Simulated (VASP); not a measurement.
VASP runs on Os (hcp) share one base input (PBE GGA, plane waves, VASP's PBE PAW potentials (set 64)) and change the settings named in each case.

### KPOINTS
```
Regular mesh
0
G
  14 14 8
```

**INCAR**
```
SYSTEM = Os
PREC = Accurate
ENCUT = 400
EDIFF = 1E-6
NELM = 100
ALGO = Normal
LREAL = .FALSE.
LASPH = .TRUE.
ISMEAR = 1
SIGMA = 0.1
GGA = PE
LMAXMIX = 6
LWAVE = .FALSE.
LCHARG = .FALSE.
ISIF = 2
```

POSCAR:
```
Os
1
    1.3923000000    -2.4115340000     0.0000000000
    1.3923000000     2.4115340000     0.0000000000
    0.0000000000     0.0000000000     4.4064000000
Os
2
Direct
  0.3333330000   0.6666670000   0.2500000000
  0.6666670000   0.3333330000   0.7500000000
```

POTCAR, in this order: Os (PBE.64 set). Program: vasp_std.

```
change                                  E(σ→0) (eV/atom)  pressure (GPa)
--------------------------------------  ----------------  --------------
base run                                        -11.2225          -13.44
ENCUT = 520, POTCAR Os_pv (PBE.64 set)          -11.2111          -11.25
ENCUT = 520                                     -11.2235          -13.43
ENCUT = 800                                     -11.2242          -13.25
```
 Energies of different potentials or functionals have different zeros. Unless said otherwise, spin-orbit coupling is left out, though it shifts the bands of the heavy elements here.

Left out are runs that ran out of time, are held back, or changed the cell or the kind of run, fixed moments of cells without a moment, rows past the twelfth, gaps on odd meshes, pressures of charged cells and columns that move by less than the noise.

The compound is Os in the hcp structure. The cell was not relaxed at this level.
